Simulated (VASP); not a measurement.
Shape and ions are relaxed at each volume.

Energy against volume of AlN (wurtzite). Computed with AM05 GGA, VASP's PBE PAW potentials (set 64) (plane waves; VASP).

```csv
V (Å³/atom),E (eV/atom)
9.831,-7.61460
10.144,-7.63464
10.458,-7.64101
10.772,-7.63556
11.086,-7.61991
```

### Question
Fit a third-order Birch-Murnaghan equation of state.

### Answer

- volume per atom: 10.46 Å³/atom
- bulk modulus: 200 GPa
- pressure derivative of the bulk modulus: 3.88

Measured: bulk modulus 208 GPa (computed value off by -3.7 %), as given by J. Phys. Chem. B 108, 11506, doi 10.1021/jp048396e, abstract (bulk AlN value quoted). The calculation is for a static lattice, while the measured bulk modulus holds thermal and zero-point effects, which are part of the difference.

The compound is AlN in the wurtzite structure. It was relaxed first.
